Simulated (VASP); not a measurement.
Input:

```
LiH
1.0
    0.00000     1.98793     1.98793
    1.98793     0.00000     1.98793
    1.98793     1.98793     0.00000
Li H
1 1
Direct
  0.00000   0.00000   0.00000
  0.50000   0.50000   0.50000
```

Calculation: PBEsol GGA, VASP's PBE PAW potentials (set 64) (plane waves; VASP 6.6.1). Run with 650 eV cut-off, 10×10×10 Γ-centred mesh, Gaussian smearing of 0.050 eV, potentials Li_sv H.

Task: Give the elastic stiffness tensor with the ions relaxed (GPa, in the frame of the cell).

Result: 
```tsv
	xx	yy	zz	yz	xz	xy
xx	92.3	9.9	9.9	0.0	0.0	0.0
yy	9.9	92.3	9.9	0.0	0.0	0.0
zz	9.9	9.9	92.3	0.0	0.0	0.0
yz	0.0	0.0	0.0	48.6	0.0	0.0
xz	0.0	0.0	0.0	0.0	48.6	0.0
xy	0.0	0.0	0.0	0.0	0.0	48.6
```

Task: Estimate the Hill bulk modulus, Hill shear modulus, Young's modulus, Poisson's ratio.

Result: 
```
Property               Value
------------------  --------
Hill bulk modulus   37.4 GPa
Hill shear modulus  45.5 GPa
Young's modulus     97.1 GPa
Poisson's ratio        0.067
```

The compound is LiH in the rock salt structure. It was relaxed first, which changed the volume by -7 %.
